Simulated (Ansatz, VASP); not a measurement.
# Zn (Zinc) in two plane-wave programs

One calculation is typed for both programs; each brings its own data sets. How far apart do they land? The cell is taken from a series of runs on this material, whose earlier steps may have relaxed, scaled, displaced or heated it; both programs get it as it stands.

Method: plane waves, with VASP 6.6.1 beside it; relaxation of cell and atoms at PBE and zone-centre phonons at PBE, in Ansatz 0.2.0.

## (1) The starting structure

The structure is hexagonal, space group P6_3/mmc (No. 194). The conventional cell has a = 2.639 Å, b = 2.639 Å, c = 5.074 Å, α = 90.00°, β = 90.00°, γ = 120.00°. Nearest to Zn lie 6 Zn at 2.64 Å.

## (2) VASP: relaxation of cell and atoms, PBE

The relaxed volume is the usual yardstick between codes: in a stiff, nearly cubic crystal its relative difference is about their pressure difference at one cell divided by the bulk modulus.

Lines of VASP's logs that name or quote its potential files are left out, and so is its time.

Contents of INCAR:

```
SYSTEM = Zn
PREC = Accurate
ENCUT = 500
EDIFF = 1E-07
NELM = 120
ISMEAR = 1
SIGMA = 0.2
LREAL = .FALSE.
ALGO = Normal
GGA = PE
NBANDS = 18
LORBIT = 11
LWAVE = .FALSE.
LCHARG = .FALSE.
ISIF = 3
IBRION = 2
NSW = 80
EDIFFG = -0.005
LASPH = .TRUE.
GGA_COMPAT = .FALSE.
NELMIN = 4
KPAR = 2
```

Contents of POSCAR:

```
Zn
1.0
    2.6385940000      0.0000000000      0.0000000000
   -1.3192970000      2.2850890000      0.0000000000
    0.0000000000      0.0000000000      5.0742350000
Zn
2
Direct
    0.3333334063      0.6666668125      0.2500000493
    0.6666665937      0.3333331875      0.7499999507
```

Contents of KPOINTS:

```
Automatic mesh
0
Gamma
24 24 10
0 0 0
```

PAW data sets: Zn (PBE family, release 64).

Started as:

```
> mpirun -np 2 vasp_std
```

Numbers of over 12 decimals in the logs are rounded to 6 here.

The log of the run:

```text
[banner, memory and clock lines left out]
running    2 mpi-ranks, on    1 nodes
 distrk:  each k-point on    1 cores,    2 groups
 distr:  one band on    1 cores,    1 groups

 POSCAR found type information on POSCAR Zn
 POSCAR found :  1 types and       2 ions
 LDA part: xc-table for (Slater+PW92), standard interpolation
 POSCAR, INCAR and KPOINTS ok, starting setup
 FFT: planning ... GRIDC
 FFT: planning ... GRID_SOFT
 FFT: planning ... GRID
 WAVECAR not read
 entering main loop
       N       E                     dE             d eps       ncg     rms          rms(c)
DAV:   1     0.107309630937E+03    0.10731E+03   -0.12264E+04 13448   0.205E+03
DAV:   2     0.185750775583E+01   -0.10545E+03   -0.10252E+03 13282   0.294E+02
DAV:   3    -0.240523472249E+01   -0.42627E+01   -0.42485E+01 14958   0.676E+01
DAV:   4    -0.242832407230E+01   -0.23089E-01   -0.23084E-01 14420   0.511E+00
DAV:   5    -0.242835546652E+01   -0.31394E-04   -0.31394E-04 14218   0.168E-01    0.397E+00
DAV:   6    -0.223177743595E+01    0.19658E+00   -0.85211E-01 14230   0.196E+01    0.296E+00
DAV:   7    -0.222294257808E+01    0.88349E-02   -0.28169E-02 16766   0.288E+00    0.153E+00
DAV:   8    -0.221856313123E+01    0.43794E-02   -0.19884E-03 17276   0.691E-01    0.487E-02
DAV:   9    -0.221857690335E+01   -0.13772E-04   -0.27178E-04 17510   0.221E-01    0.348E-02
DAV:  10    -0.221858026937E+01   -0.33660E-05   -0.26133E-05 13708   0.643E-02    0.283E-03
DAV:  11    -0.221858012661E+01    0.14276E-06   -0.12984E-07 12162   0.346E-03    0.190E-03
DAV:  12    -0.221857977725E+01    0.34936E-06   -0.24099E-08  7416   0.315E-03    0.169E-04
DAV:  13    -0.221857977535E+01    0.18931E-08   -0.81030E-09  7050   0.856E-04
   1 F= -.22185798E+01 E0= -.22188979E+01  d E =-.221858E+01
[...]
2 F= -.22187628E+01 E0= -.22190611E+01  d E =-.183032E-03
[...]
3 F= -.22187647E+01 E0= -.22190644E+01  d E =-.184931E-03
[...]
4 F= -.22187645E+01 E0= -.22190639E+01  d E =-.184711E-03
[...]
5 F= -.22187787E+01 E0= -.22190685E+01  d E =-.142010E-04
 trial-energy change:   -0.000014  1 .order   -0.000015   -0.000018   -0.000013
 step:   3.4080(harm=  3.4080)  dis= 0.00000  next Energy=    -2.218795 (dE=-0.310E-04)
 bond charge predicted
       N       E                     dE             d eps       ncg     rms          rms(c)
DAV:   1    -0.221974197598E+01   -0.96328E-03   -0.14950E-02 15222   0.155E+00    0.208E-01
DAV:   2    -0.221900339335E+01    0.73858E-03   -0.20070E-03 15894   0.892E-01    0.968E-02
DAV:   3    -0.221883194350E+01    0.17145E-03   -0.91417E-05 14948   0.155E-01    0.474E-02
DAV:   4    -0.221878529720E+01    0.46646E-04   -0.56653E-05 17756   0.106E-01    0.629E-03
DAV:   5    -0.221878577169E+01   -0.47449E-06   -0.99169E-06 13988   0.391E-02    0.245E-03
DAV:   6    -0.221878569992E+01    0.71765E-07   -0.92483E-07 13482   0.169E-02
   6 F= -.22187857E+01 E0= -.22190520E+01  d E =-.212139E-04
 curvature:  -1.82 expect dE=-0.591E-05 dE for cont linesearch -0.177E-07
 trial: gam= 0.06717 g(F)=  0.360E-42 g(S)=  0.324E-05 ort =-0.434E-06 (trialstep = 0.147E+01)
 search vector abs. value=  0.327E-05
 reached required accuracy - stopping structural energy minimisation
```

OUTCAR, selected parts (step 2):

```text
ion  position               nearest neighbor table
   1  0.333  0.667  0.250-   2 2.96   2 2.96   2 2.96   2 2.96   2 2.96   2 2.96
   2  0.667  0.333  0.750-   1 2.96   1 2.96   1 2.96   1 2.96   1 2.96   1 2.96

  LATTYP: Found a hexagonal cell.
 ALAT       =     2.6385940000
 C/A-ratio  =     1.9230828995

 Subroutine GETGRP returns: Found 24 space group operations
 (whereof 12 operations were pure point group operations)

The static configuration has the point symmetry D_3d.
 The point group associated with its full space group is D_6h.

 Found    366 irreducible k-points:

   k-points           NKPTS =    366   k-points in BZ     NKDIM =    366   number of bands    NBANDS=     18

   dimension x,y,z NGX =    20 NGY =   20 NGZ =   40
   dimension x,y,z NGXF=    40 NGYF=   40 NGZF=   80

   ENCUT  =  500.0 eV  36.75 Ry    6.06 a.u.   4.81  4.81  9.25*2*pi/ulx,y,z

   NELECT =      24.0000    total number of electrons

 k-points in reciprocal lattice and weights: Automatic mesh
   0.00000000  0.00000000  0.00000000       0.000
   0.04166667 -0.00000000  0.00000000       0.001
   0.08333333  0.00000000  0.00000000       0.001
   0.12500000 -0.00000000  0.00000000       0.001
   0.16666667 -0.00000000  0.00000000       0.001
   0.20833333  0.00000000  0.00000000       0.001
   0.25000000 -0.00000000  0.00000000       0.001
   0.29166667 -0.00000000  0.00000000       0.001
   0.33333333  0.00000000  0.00000000       0.001
[...]
0.33333333  0.29166667  0.50000000       0.002
   0.33333333  0.33333333  0.50000000       0.000

 average (electrostatic) potential at core
       1 -36.9681       2 -36.9681

 E-fermi :   2.9663

 k-point     1 :       0.0000    0.0000    0.0000
  band No.  band energies     occupation
    ...
      9      -4.2223      2.00000
     10      -4.0469      2.00000
     11      -4.0469      2.00000
     12      -0.6692      2.00000
     13      -0.3381      2.00000
     14      15.5954      0.00000
     15      19.3773      0.00000
     16      20.9996      0.00000
     17      20.9996      0.00000
     18      22.5777      0.00000

 k-point     2 :       0.0417   -0.0000    0.0000
  band No.  band energies     occupation
    ...
      9      -4.2269      2.00000
     10      -4.0781      2.00000
     11      -4.0467      2.00000
     12      -0.5852      2.00000
     13      -0.3116      2.00000
     14      15.6534      0.00000
     15      19.3294      0.00000
     16      19.9034      0.00000
     17      20.3892      0.00000
     18      21.7624      0.00000

 k-point     3 :       0.0833    0.0000    0.0000
  band No.  band energies     occupation
    ...
      9      -4.2402      2.00000
     10      -4.1568      2.00000
     11      -4.0462      2.00000
     12      -0.3431      2.00000
     13      -0.2297      2.00000
     14      15.8246      0.00000
     15      17.8424      0.00000
     16      19.3894      0.00000
     17      19.4338      0.00000
     18      21.1598      0.00000

  Total       -0.0081031     -0.0081031     -0.0017799      0.0000000      0.0000000      0.0000000
  in kB       -0.4232347     -0.4232346     -0.0929639      0.0000000      0.0000000      0.0000000
  external PRESSURE =      -0.3131444 kB  Pullay stress =       0.0000000 kB

  energy-cutoff  :      500.00
  volume of cell :       30.67
      direct lattice vectors                 reciprocal lattice vectors
     2.645075440 -0.000000000 -0.000000000     0.378061051  0.218273691  0.000000000
    -1.322537720  2.290702088 -0.000000000     0.000000000  0.436547382  0.000000000
     0.000000000 -0.000000000  5.062630792     0.000000000  0.000000000  0.197525761

 POSITION                                       TOTAL-FORCE (eV/Angst)
 -----------------------------------------------------------------------------------
      0.00000      1.52714      1.26566         0.000000     -0.000000     -0.000000
      1.32254      0.76357      3.79697        -0.000000      0.000000      0.000000
 -----------------------------------------------------------------------------------
    total drift:                               -0.000000     -0.000013      0.000000

  FREE ENERGIE OF THE ION-ELECTRON SYSTEM (eV)
  ---------------------------------------------------
  free  energy   TOTEN  =        -2.2187856999 eV

  energy  without entropy=       -2.2195847096  energy(sigma->0) =       -2.21905204

 reached required accuracy - stopping structural energy minimisation

 total charge
# of ion       s       p       d       tot
------------------------------------------
    1        0.597   0.445   9.720  10.762
    2        0.597   0.445   9.720  10.762
--------------------------------------------------
tot          1.194   0.890  19.440  21.525

[... 3 further parts left out ...]
```

CONTCAR:

```
Zn
   1.00000000000000
     2.6450754397081027   -0.0000000000000000   -0.0000000000000000
    -1.3225377198540513    2.2907020882400531   -0.0000000000000000
     0.0000000000000000   -0.0000000000000000    5.0626307916622855
  Zn
     2
Direct
     0.3333334062999995    0.6666668124999973    0.2500000492999988
     0.6666665937000005    0.3333331875000027    0.7499999507000012
```

The run keeps the 24 symmetry operations of its start, so it cannot find a distortion of lower symmetry.

## (3) Ansatz: relaxation of cell and atoms, PBE

Ansatz runs on its default PAW (the set named soft_2) files.

The same cell, functional, mesh and smearing now go to Ansatz, which takes its cutoff from its data sets.

Contents of input.yaml:

```yaml
crystal:
  lattice:
    - [2.6385938739, 0.0, 0.0]
    - [-1.319296937, 2.2850893251, 0.0]
    - [0.0, 0.0, 5.0742350124]
  atoms:
    - { symbol: Zn, position: [0.3333333333, 0.6666666667, 0.25] }
    - { symbol: Zn, position: [0.6666666667, 0.3333333333, 0.75] }
kpoints:
  mp_grid: { grid: [24, 24, 10] }
hamiltonian:
  xc: pbe
scf:
  occupations: { method: methfessel_paxton, width: 0.2 }
output:
  forces: true
  stress: true
  eigenvalues: true
relax:
  adjacent_minimum: "off"
  f_tol: 0.001
  max_steps: 60
  cell: { stress_tol: 0.01 }
```

Started as:

```
> ansatz run input.yaml --threads 4 --pin off --max-ram 14336MiB --backend cpu --events-out ev --progress --plain --runs-dir out
```

The log of the run:

```text
Engine: ansatz 0.2.0, aarch64-unknown-linux-gnu
Pseudopotentials: kind: paw
Pseudopotential: Zn, paw, valence charge 12, recommended cutoff 420 eV (normal), Zn.paw.azcp
Functional definition: PBE
  parameter kappa = 0.804
  parameter beta = 0.066725
  exchange = pbe_x(kappa = kappa, mu = beta*pi^2/3)
  correlation = pbe_c(beta = beta)
Crystal: 2 atoms, lattice volume = 30.595 Å³
Basis set: ecut = 420 eV, 623 PW (Γ), exchange–correlation on 36×36×72 points (8 copies of the dense FFT grid, shifted against one another)
Bands: 16, of which v1, the nominal top of the filled ones, is band 12 counted from 1 (11 counted from 0)
Symmetry: 24 space group operations
Space group: P63/mmc (ITA 194), of the structure as read, at distance tolerance 3.1e-5 Å
k-points: 366 of 5760
Non-local potential: Zn, projectors of the file, l = 0: 2, l = 1: 2, l = 2: 3, l = 3: 1
PAW form: soft (Blöchl's): semilocal exchange-correlation on the pseudo side does not see the compensation charge
PAW one-centre angular grid: Zn, 590 points (default); XC on 64 Gauss nodes
Initial density: superposition of atomic densities (neutral atoms: chi_scale 0, normalization atom), corrected by the library's trained network
Initial wavefunctions: pseudopotential atomic-orbital guess
Functional: x = pbe(κ = 0.804, μ = 0.219515), c = pbe(β = 0.066725)
SCF iter   1: F=—  HF=-6638.064441 eV  |F-HF|=—  |Δ(HF+E_count)|=         —  Δρ=1.07e-3  dr2=2.53e-4  ethr=1.77e-3  ⟨swp⟩=4.9  Hψ=28510  notcnv=0
preconditioner: auto → none  [metal: Δε(μ)=0.003 eV  Ē_g=13.081 eV  σ=0.200 eV  W_gap=0.01  n_scr=4 (ndim 8)  ℏωp=32.9 eV  f_vac=0.000  D(μ)=0.29/eV (n_scr^D=2)  sad-step TF]
SCF iter   2: F=—  HF=-6638.064598 eV  |F-HF|=—  |Δ(HF+E_count)|=   1.57e-4  S|Δr|=    0.00e0  Δρ=7.67e-4  dr2=1.36e-4  ethr=1.06e-6  ⟨swp⟩=2.3  Hψ=13725  notcnv=0
SCF iter   3: F=—  HF=-6638.064596 eV  |F-HF|=—  |Δ(HF+E_count)|=   2.24e-6  S|Δr|=    0.00e0  Δρ=3.94e-4  dr2=2.79e-5  ethr=5.67e-7  ⟨swp⟩=2.0  Hψ=10158  notcnv=0
SCF iter   4: F=—  HF=-6638.064596 eV  |F-HF|=—  |Δ(HF+E_count)|=   1.92e-8  S|Δr|=    0.00e0  Δρ=1.61e-4  dr2=4.58e-6  ethr=1.16e-7  ⟨swp⟩=2.6  Hψ=10222  notcnv=0
SCF iter   5: F=-6638.064594 eV  HF=-6638.064594 eV  |F-HF|=5.44e-8  |Δ(HF+E_count)|=   1.55e-6  S|Δr|=    0.00e0  Δρ=2.34e-5  dr2=9.91e-8  ethr=4.17e-10  ⟨swp⟩=4.4  Hψ=30725  notcnv=0
SCF 1 converged in 5 iterations: F = -6638.064594 eV  dr2 = 9.91e-8
  greatest PAW one-centre occupation: 0.981 electrons in one spin orbital (limit 2), on the Zn atom at site 1 (counted from 0), in its partial waves of l = 2
relax step   1: F+E_penalty+E_count = -6638.06459429 eV  Δ(F+E_penalty+E_count) = +0.000e0 eV  max|allowed force component| = 3.701e-17 eV/Å  Δτ_max = 0.0000 Å  P = +0.010 GPa  Ω = 30.595 Å³  (5 SCF iters, dr2 threshold 1.00e-7 eV, accepted)
[...]
relax step   2: F+E_penalty+E_count = -6638.06463522 eV  Δ(F+E_penalty+E_count) = -4.093e-5 eV  max|allowed force component| = 2.498e-16 eV/Å  Δτ_max = 0.0000 Å  P = +0.020 GPa  Ω = 30.576 Å³  energy of the carried Pulay correction = +1.359e-5 eV  (4 SCF iters, dr2 threshold 4.58e-8 eV, accepted)
[...]
relax step   3: F+E_penalty+E_count = -6638.06464516 eV  Δ(F+E_penalty+E_count) = -9.941e-6 eV  max|allowed force component| = 9.252e-18 eV/Å  Δτ_max = 0.0000 Å  P = -0.024 GPa  Ω = 30.579 Å³  energy of the carried Pulay correction = +1.368e-5 eV  (4 SCF iters, dr2 threshold 9.09e-9 eV, accepted)
[...]
relax step   4: F+E_penalty+E_count = -6638.06465504 eV  Δ(F+E_penalty+E_count) = -9.878e-6 eV  max|allowed force component| = 1.110e-16 eV/Å  Δτ_max = 0.0000 Å  P = +0.010 GPa  Ω = 30.564 Å³  energy of the carried Pulay correction = +2.299e-5 eV  (4 SCF iters, dr2 threshold 2.06e-9 eV, accepted)
[...]
relax step   5: F+E_penalty+E_count = -6638.06465202 eV  Δ(F+E_penalty+E_count) = +3.019e-6 eV  max|allowed force component| = 1.110e-16 eV/Å  Δτ_max = 0.0000 Å  P = +0.000 GPa  Ω = 30.569 Å³  energy of the carried Pulay correction = +1.980e-5 eV  (4 SCF iters, dr2 threshold 3.05e-10 eV, accepted)
[...]
relax step   6: F+E_penalty+E_count = -6638.06462863 eV  Δ(F+E_penalty+E_count) = +2.339e-5 eV  max|allowed force component| = 1.573e-16 eV/Å  Δτ_max = 0.0000 Å  P = +0.000 GPa  Ω = 30.569 Å³  stress off target by 7.82e-4 GPa  SCF on the basis re-selected at this cell (its energy is not comparable with the rows above)  (5 SCF iters)
basis re-selected at this cell: Δ(F+E_penalty+E_count) = +2.339e-5 eV, ΔP = -0.000 GPa vs the last step (what re-selecting the basis moved, of the pressure what is left beyond the Pulay correction that the steps carried, after the strain that the cell walked since its last selection, with what the two solves' SCF thresholds leave and, on support functions, any second-order correction that the steps lacked; it is no m [...]
SCF converged after 5 iterations
Stability not checked: this state was not tested for a lower state beside it, because cold or Methfessel-Paxton smearing, or corrected tetrahedra, fill the levels in a way that the test cannot read (fill_not_monotonic; see scf.lower_state_search)
Free energy (F): -6638.064629 eV
Harris-Foulkes:  -6638.064629 eV  (|F-HF|=9.09e-13)
Internal energy: -6638.065494 eV  (E = F + TS)
E sigma→0 (E₀):  -6638.064845 eV
Entropy (-TS):   0.000865 eV (0.433 meV/atom)
Fermi energy:    10.881237 eV
--- Per-component energies (eV) ---
  E_band       = 95.597203
  E_kinetic    = 261.970099
  E_local      = -3087.439544  (includes V_loc(G=0)·N_el)
  E_nonlocal   = 1220.760393
  E_hartree    = 1294.274442
  E_xc         = -275.498190
  E_vxc        = -105.322705  (∫ρ·V_xc dr)
  E_paw        = -3649.271437  (= ΣΔE_a)
  E_vpaw       = -782.919196  (= ΣTr[D̂ρ^β])
  E_aug_tail   = -0.000725  (compensation charges beyond the density's cutoff)
  E_ewald      = -2402.860532
  E_smearing   = 0.000865  (= −TS)
  E_closure    = -0.000000  (closes the sum)
  Σ components = -6638.064629   (vs F -6638.064629, Δ=0.00e0)
--- Forces (eV/Å), atoms counted from 1 ---
  atom   1  Zn     0.00000000    -0.00000000     0.00000000
  atom   2  Zn    -0.00000000     0.00000000    -0.00000000
  max |Σ_I F_I| component: 1.85e-17 eV/Å
--- Stress (GPa, compression-positive) ---
        0.000027      -0.000000      -0.000000
       -0.000000       0.000027       0.000000
       -0.000000       0.000000       0.000782
  P = ⅓ Tr σ = 0.0003 GPa (0.003 kbar)
--- Band table (eV; the first three rows and the last of 366) ---
  k-point 0: bands = [... 8 lower, 3.7242, 3.8996, 3.8996, 7.2222, 7.5731, 23.4071, 27.1461, 28.9294]
  k-point 1: bands = [... 8 lower, 3.7298, 3.8963, 3.8963, 6.2313, 8.6919, 22.3868, 28.2282, 28.9864]
  k-point 2: bands = [... 8 lower, 3.7456, 3.8867, 3.8867, 5.2253, 10.0869, 20.5563, 29.1544, 29.1544]
  k-point 365: bands = [... 8 lower, 3.8750, 3.8750, 12.0773, 12.0773, 12.8596, 12.8596, 13.2830, 13.2830]
--- Relaxed structure (5 steps of the walk, 5 accepted, 1 SCFs on fresh bases) ---
  F+E_penalty+E_count = -6638.06462863 eV   max|allowed force component| = 1.573e-16 eV/Å   (the final SCF, on the basis selected at the relaxed cell)
  cell:  # Å, volume = 30.5691 Å³
    - [2.640333, 2.8886516054891e-11, 0]
    - [-1.320167, 2.286596, 0]
    - [0, 0, 5.063316]
  atoms:
    - { symbol: Zn, position: [0.333333, 0.666667, 0.25] }
    - { symbol: Zn, position: [0.666667, 0.333333, 0.75] }
```

## (4) Side by side

Known differences besides the potentials themselves: the cutoff is 420 eV in Ansatz and 500 eV in VASP; Ansatz adds a Pulay correction to the stress that steers its cell, VASP none. Total energies have different zeros and are not compared.

Compared:

```tsv
quantity	Ansatz	VASP	difference
volume (Å³)	30.57	30.67	-0.34 %
edge a after relaxation, in the typed setting (Å)	2.640	2.645	-0.18 %
edge c after relaxation, in the typed setting (Å)	5.063	5.063	+0.01 %
```

[end of part 1 of 2]

[Lines on the potential files, build, host, timing and source positions are cut from VASP's logs without a mark.]

[Logs are printed without paths, hosts, clocks, repeated set-up lines and the standing remarks that a program may print on its own settings, such as how far it seeks lower states.]

[Hosts, paths, dates, database ids (printed as entryN), source tags and the programs' standing remarks are cut or masked in the printed files.]
